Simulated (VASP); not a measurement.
All values below come from PBEsol GGA, VASP's PBE PAW potentials (set 64) (plane waves; VASP).

VASP input:

### INCAR
```
ISMEAR=0
GGA=PS   # PBEsol
LCHARG=.FALSE.
SIGMA=0.05   # width (eV)
LASPH=.TRUE.
LWAVE=.FALSE.
LMAXMIX=4   # l cut-off of mixed one-centre charges
ALGO=Normal   # blocked Davidson
ICHARG=11   # fixed density
EDIFF=1E-7
PREC=Accurate
NELM=100
LORBIT=11
LREAL=.FALSE.   # projection in real space or not
SYSTEM=Be4Se3Te
ENCUT=400   # plane-wave cut-off (eV)
```

File KPOINTS:
```
k-points along high-symmetry lines
12
Line-mode
Reciprocal
  0.000000   0.000000   0.000000 ! GAMMA
  0.000000   0.000000  -0.500000 ! T

  0.000000   0.000000  -0.500000 ! T
 -0.328125   0.328125  -0.500000 ! H_2

 -0.343750   0.328125  -0.187500 ! H_0
  0.000000   0.500000   0.500000 ! L

  0.000000   0.500000   0.500000 ! L
  0.000000   0.000000   0.000000 ! GAMMA

  0.000000   0.000000   0.000000 ! GAMMA
 -0.335938   0.335938   0.000000 ! S_0

 -0.335938   0.328125  -0.343750 ! S_2
 -0.500000   0.000000  -1.000000 ! F

 -0.500000   0.000000  -1.000000 ! F
  0.000000   0.000000   0.000000 ! GAMMA
```

### POSCAR
```
Be4Se3Te
10.516780
  0.0000000000   0.2501766749   0.2501766749
  0.2501766749   0.0000000000   0.2501766749
  1.0000000297   1.0000000297   0.0007066699
Be Te Se
4 1 3
Direct
  0.0183045004   0.0183045004   0.9862716247
  0.9827244987   0.9827244987   0.2629566261
  0.9946114617   0.9946114617   0.5040414037
  0.0050370827   0.0050370827   0.7462221881
  0.2492756008   0.2492756008   0.0630432994
  0.2393354617   0.2393354617   0.3204984037
  0.2499111034   0.2499111034   0.5625666725
  0.2608002907   0.2608002907   0.8043997820
```

POTCAR, in this order: Be Te Se (PBE.64 set). Program: vasp_std. Read from the step before: CHGCAR.

Output

OSZICAR:
```
       N       E                     dE             d eps       ncg     rms          rms(c)
DAV:   1     0.126867250627E+03    0.12687E+03   -0.10956E+04  3528   0.103E+03
DAV:   2    -0.191349108812E+02   -0.14600E+03   -0.13879E+03  4946   0.188E+02
DAV:   3    -0.303751775074E+02   -0.11240E+02   -0.11081E+02  4526   0.578E+01
DAV:   4    -0.306103135058E+02   -0.23514E+00   -0.23450E+00  4577   0.955E+00
DAV:   5    -0.306158559784E+02   -0.55425E-02   -0.55397E-02  4398   0.137E+00
DAV:   6    -0.306160183726E+02   -0.16239E-03   -0.16237E-03  5023   0.214E-01
DAV:   7    -0.306160221634E+02   -0.37908E-05   -0.37901E-05  4397   0.267E-02
DAV:   8    -0.306160223029E+02   -0.13947E-06   -0.13943E-06  3836   0.433E-03
DAV:   9    -0.306160223093E+02   -0.64365E-08   -0.64518E-08  3226   0.942E-04
   1 F= -.30616022E+02 E0= -.30616022E+02  d E =-.743269E-16
```

**OUTCAR**
```
 val. band max:        4.6773279369   @ k =   0.0000   0.0000   0.0000

 cond. band min:       6.1106295246   @ k =  -0.5000   0.0000  -1.0000



 k-point     1 :       0.0000    0.0000    0.0000
  band No.  band energies     occupation
      1      -9.9288      2.00000
      2      -9.4804      2.00000
      3      -9.0144      2.00000
      4      -7.6034      2.00000
      5      -1.8836      2.00000
      6       0.3251      2.00000
      7       0.5027      2.00000
      8       2.4608      2.00000
      9       2.4608      2.00000
     10       2.8115      2.00000
     11       2.8115      2.00000
     12       3.2073      2.00000
     13       3.2073      2.00000
     14       3.8131      2.00000
     15       4.6773      2.00000
     16       4.6773      2.00000
     17       7.3263      0.00000
     18       7.5229      0.00000
     19       7.6304      0.00000
     20       8.4537      0.00000
     21       8.4788      0.00000

 k-point     2 :       0.0000    0.0000   -0.0455
  band No.  band energies     occupation
      1      -9.9284      2.00000
      2      -9.4820      2.00000
      3      -9.0127      2.00000
      4      -7.6040      2.00000
      5      -1.8779      2.00000
      6       0.2176      2.00000
      7       0.6140      2.00000
      8       2.4611      2.00000
      9       2.4611      2.00000
     10       2.8105      2.00000
     11       2.8105      2.00000
     12       3.2083      2.00000
     13       3.2083      2.00000
     14       3.7982      2.00000
     15       4.6769      2.00000
     16       4.6769      2.00000
     17       7.3326      0.00000
     18       7.5232      0.00000
     19       7.6307      0.00000
     20       8.4571      0.00000
     21       8.4636      0.00000

 k-point     3 :       0.0000    0.0000   -0.0909
  band No.  band energies     occupation
      1      -9.9271      2.00000
      2      -9.4867      2.00000
      3      -9.0081      2.00000
      4      -7.6059      2.00000
...
```

The density is held fixed in this step, so its total energy and stress have no physical meaning. Unless said otherwise, spin-orbit coupling is left out, though it shifts the bands of the heavy elements here.

The structure was generated: Be4Se3Te was put into an ordered model structure (R3m), which need not be its known phase. It was relaxed first.
